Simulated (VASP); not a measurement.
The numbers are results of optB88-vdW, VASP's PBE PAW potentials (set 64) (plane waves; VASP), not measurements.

Input for VASP

POSCAR:
```
Pt3Ti
1
    3.9523819114     0.0000000000     0.0000000000
    0.0000000000     3.9523819114     0.0000000000
    0.0000000000     0.0000000000     3.9523819114
Ti Pt
1 3
Direct
  0.0000000000   0.0000000000   0.0000000000
  0.0000000000   0.5000000000   0.5000000000
  0.5000000000   0.0000000000   0.5000000000
  0.5000000000   0.5000000000   0.0000000000
```

### INCAR
```
SYSTEM = Pt3Ti
PREC = Accurate
ENCUT = 520
EDIFF = 1E-7
NELM = 100
ALGO = Normal
LREAL = .FALSE.
LASPH = .TRUE.
ISMEAR = -5
GGA = BO
PARAM1 = 0.1833333333
PARAM2 = 0.22
LUSE_VDW = .TRUE.
AGGAC = 0.0
LMAXMIX = 6
LWAVE = .FALSE.
LCHARG = .TRUE.
LORBIT = 11
NEDOS = 601
ISIF = 2
LEFG = .TRUE.
```

KPOINTS:
```
Automatic mesh
0
G
 9 9 9
```

POTCAR, in this order: Ti_sv Pt (PBE.64 set). Program: vasp_std.

Output of the run:

File OSZICAR:
```
       N       E                     dE             d eps       ncg     rms          rms(c)
DAV:   1     0.391879549890E+03    0.39188E+03   -0.21159E+04  1750   0.180E+03
DAV:   2     0.129382772678E+02   -0.37894E+03   -0.37213E+03  1864   0.451E+02
DAV:   3    -0.206780025974E+02   -0.33616E+02   -0.32689E+02  2663   0.112E+02
DAV:   4    -0.217791150299E+02   -0.11011E+01   -0.10950E+01  2048   0.209E+01
DAV:   5    -0.218157316567E+02   -0.36617E-01   -0.36222E-01  2613   0.373E+00    0.200E+01
DAV:   6    -0.206145539002E+02    0.12012E+01   -0.27474E+01  2544   0.335E+01    0.162E+01
DAV:   7    -0.195967469658E+02    0.10178E+01   -0.37433E+01  2590   0.355E+01    0.965E+00
DAV:   8    -0.189294035463E+02    0.66734E+00   -0.16071E+00  2503   0.925E+00    0.447E+00
DAV:   9    -0.188021730688E+02    0.12723E+00   -0.17346E+00  2670   0.700E+00    0.170E+00
DAV:  10    -0.187754299510E+02    0.26743E-01   -0.14226E-01  2486   0.271E+00    0.491E-01
DAV:  11    -0.187744768814E+02    0.95307E-03   -0.29312E-03  2379   0.329E-01    0.323E-01
DAV:  12    -0.187728778150E+02    0.15991E-02   -0.66228E-03  2636   0.468E-01    0.139E-02
DAV:  13    -0.187728856679E+02   -0.78529E-05   -0.95946E-05  1950   0.739E-02    0.116E-02
DAV:  14    -0.187728844032E+02    0.12647E-05   -0.16791E-05  2643   0.239E-02    0.891E-03
DAV:  15    -0.187728854093E+02   -0.10061E-05   -0.39258E-06  2472   0.149E-02    0.210E-03
DAV:  16    -0.187728856341E+02   -0.22475E-06   -0.23991E-07  1726   0.283E-03    0.653E-04
DAV:  17    -0.187728856391E+02   -0.50763E-08   -0.23053E-08   967   0.120E-03
   1 F= -.18772886E+02 E0= -.18772886E+02  d E =0.000000E+00
```

File OUTCAR:
```
------------------------ aborting loop because EDIFF is reached ----------------------------------------
  FORCE on cell =-STRESS in cart. coord.  units (eV):
  Direction    XX          YY          ZZ          XY          YZ          ZX
  --------------------------------------------------------------------------------------
  Total        0.0073000      0.0073000      0.0073000      0.0000000      0.0000000     -0.0000000
  in kB        0.1894338      0.1894338      0.1894338      0.0000000      0.0000000     -0.0000000
  external PRESSURE =       0.1894338 kB  Pullay stress =       0.0000000 kB
  volume of cell :       61.74
      direct lattice vectors                 reciprocal lattice vectors
     3.952381911  0.000000000  0.000000000     0.253011987  0.000000000  0.000000000
     0.000000000  3.952381911  0.000000000     0.000000000  0.253011987  0.000000000
     0.000000000  0.000000000  3.952381911     0.000000000  0.000000000  0.253011987
 POSITION                                       TOTAL-FORCE (eV/Angst)
 -----------------------------------------------------------------------------------
      0.00000      0.00000      0.00000         0.000000      0.000000      0.000000
      0.00000      1.97619      1.97619         0.000000      0.000000      0.000000
      1.97619      0.00000      1.97619         0.000000      0.000000      0.000000
      1.97619      1.97619      0.00000         0.000000      0.000000      0.000000
 -----------------------------------------------------------------------------------
    total drift:                                0.000000      0.000000     -0.000000
  FREE ENERGIE OF THE ION-ELECTRON SYSTEM (eV)
  ---------------------------------------------------
  free  energy   TOTEN  =       -18.7728856391 eV

  energy  without entropy=      -18.7728856391  energy(sigma->0) =      -18.77288564

 total charge

# of ion       s       p       d       tot
------------------------------------------
    1        2.203   6.142   1.798  10.144
    2        0.682   0.615   8.076   9.373
    3        0.682   0.615   8.076   9.373
    4        0.682   0.615   8.076   9.373
--------------------------------------------------
tot          4.249   7.987  26.027  38.262

 Electric field gradients after diagonalization (V/A^2)
 (convention: |V_zz| > |V_xx| > |V_yy|)
----------------------------------------------------------------------
 ion       V_xx      V_yy      V_zz     asymmetry (V_yy - V_xx)/ V_zz
----------------------------------------------------------------------
   1      -0.000    -0.000     0.000       0.182
   2      32.049    32.049   -64.098       0.000
   3      32.049    32.049   -64.098       0.000
   4      32.049    32.049   -64.098       0.000
```
(Selected blocks of OUTCAR.)

For a metal the tetrahedron method with Blöchl corrections gives inexact stress and forces.

The compound is Pt3Ti in the L1_2 structure. It was relaxed first.
